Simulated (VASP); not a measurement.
OSZICAR of a VASP run on Sr12Ti12O36:

File OSZICAR:
```
       N       E                     dE             d eps       ncg     rms          rms(c)
DAV:   1     0.568812916746E+04    0.56881E+04   -0.16680E+05   460   0.146E+03
DAV:   2     0.102295610651E+04   -0.46652E+04   -0.43233E+04   564   0.438E+02
DAV:   3    -0.394229140291E+03   -0.14172E+04   -0.13401E+04   580   0.223E+02
DAV:   4    -0.593633190407E+03   -0.19940E+03   -0.19798E+03   608   0.825E+01
DAV:   5    -0.602076784444E+03   -0.84436E+01   -0.84207E+01   752   0.192E+01    0.116E+02
RMM:   6    -0.466821245157E+03    0.13526E+03   -0.61398E+02   487   0.454E+01    0.379E+01
RMM:   7    -0.471167355726E+03   -0.43461E+01   -0.78584E+01   528   0.181E+01    0.395E+01
RMM:   8    -0.471000158900E+03    0.16720E+00   -0.19180E+01   568   0.740E+00    0.179E+01
RMM:   9    -0.471525883454E+03   -0.52572E+00   -0.11410E+01   516   0.740E+00    0.810E+00
RMM:  10    -0.470980597318E+03    0.54529E+00   -0.65966E+00   564   0.475E+00    0.260E+00
RMM:  11    -0.470930341396E+03    0.50256E-01   -0.87419E-01   712   0.163E+00    0.284E+00
RMM:  12    -0.471004002630E+03   -0.73661E-01   -0.17490E+00   583   0.223E+00    0.305E+00
RMM:  13    -0.470906228784E+03    0.97774E-01   -0.33012E-01   650   0.114E+00    0.961E-01
RMM:  14    -0.470916934339E+03   -0.10706E-01   -0.21747E-01   764   0.621E-01    0.303E-01
RMM:  15    -0.470925483209E+03   -0.85489E-02   -0.75745E-02   810   0.410E-01    0.406E-01
RMM:  16    -0.470926351130E+03   -0.86792E-03   -0.33894E-02   833   0.293E-01    0.220E-01
RMM:  17    -0.470928574674E+03   -0.22235E-02   -0.24686E-02   827   0.218E-01    0.154E-01
RMM:  18    -0.470929147901E+03   -0.57323E-03   -0.99236E-03   820   0.185E-01    0.561E-02
RMM:  19    -0.470930080902E+03   -0.93300E-03   -0.94731E-03   816   0.149E-01    0.856E-02
RMM:  20    -0.470930423667E+03   -0.34276E-03   -0.48250E-03   811   0.132E-01    0.449E-02
RMM:  21    -0.470930865160E+03   -0.44149E-03   -0.49904E-03   788   0.111E-01    0.324E-02
RMM:  22    -0.470931108497E+03   -0.24334E-03   -0.27187E-03   753   0.961E-02    0.290E-02
RMM:  23    -0.470931331375E+03   -0.22288E-03   -0.26420E-03   740   0.861E-02    0.146E-02
RMM:  24    -0.470931502955E+03   -0.17158E-03   -0.19231E-03   713   0.759E-02    0.135E-02
RMM:  25    -0.470931657561E+03   -0.15461E-03   -0.17348E-03   709   0.678E-02    0.140E-02
RMM:  26    -0.470931772952E+03   -0.11539E-03   -0.13104E-03   611   0.607E-02    0.135E-02
RMM:  27    -0.470931877082E+03   -0.10413E-03   -0.11871E-03   607   0.561E-02    0.164E-02
RMM:  28    -0.470931961727E+03   -0.84646E-04   -0.98248E-04   605   0.521E-02    0.134E-02
RMM:  29    -0.470932037690E+03   -0.75963E-04   -0.85737E-04   532   0.477E-02    0.916E-03
RMM:  30    -0.470932102361E+03   -0.64671E-04   -0.73303E-04   549   0.452E-02    0.620E-03
RMM:  31    -0.470932158743E+03   -0.56382E-04   -0.63711E-04   504   0.413E-02    0.321E-03
RMM:  32    -0.470932206823E+03   -0.48080E-04   -0.54702E-04   491   0.384E-02    0.367E-03
RMM:  33    -0.470932247944E+03   -0.41122E-04   -0.47145E-04   477   0.352E-02    0.265E-03
RMM:  34    -0.470932284317E+03   -0.36373E-04   -0.40864E-04   481   0.330E-02    0.293E-03
RMM:  35    -0.470932315141E+03   -0.30824E-04   -0.35242E-04   463   0.304E-02    0.228E-03
RMM:  36    -0.470932341747E+03   -0.26606E-04   -0.30601E-04   449   0.281E-02    0.227E-03
RMM:  37    -0.470932364410E+03   -0.22663E-04   -0.26257E-04   450   0.259E-02    0.152E-03
RMM:  38    -0.470932384420E+03   -0.20009E-04   -0.22777E-04   438   0.241E-02    0.212E-03
RMM:  39    -0.470932401689E+03   -0.17270E-04   -0.19781E-04   427   0.223E-02    0.179E-03
RMM:  40    -0.470932416646E+03   -0.14957E-04   -0.17228E-04   413   0.207E-02    0.204E-03
RMM:  41    -0.470932429803E+03   -0.13157E-04   -0.15203E-04   385   0.190E-02    0.171E-03
RMM:  42    -0.470932440926E+03   -0.11123E-04   -0.13038E-04   365   0.176E-02    0.176E-03
RMM:  43    -0.470932450701E+03   -0.97751E-05   -0.11340E-04   356   0.162E-02    0.163E-03
RMM:  44    -0.470932459146E+03   -0.84442E-05   -0.96552E-05   339   0.150E-02
   1 F= -.47093246E+03 E0= -.47093246E+03  d E =-.470932E+03
```

Problem. Which electronic solver shows in the log?

Solution. It is blocked Davidson (ALGO = Normal, or the opening steps of other solvers) and then RMM-DIIS (ALGO = Fast or VeryFast). The INCAR had ALGO = Fast.

Problem. Can the final energy be trusted as converged?

Solution. Self-consistency was reached. It stopped with EDIFF = 1E-5, NELM = 100, NSW = 20 and EDIFFG = -0.03 after 1 ionic step (PBE GGA, plane waves, VASP's PBE PAW potentials (set 64)).  The supercell is sampled at Γ alone, which is coarse: total energies, pressure and levels can be off, energies of defects by several tenths of an eV.

The cell is a supercell, built from SrTiO3 (cubic perovskite, the ideal cubic form; the compound distorts at low or room temperature).
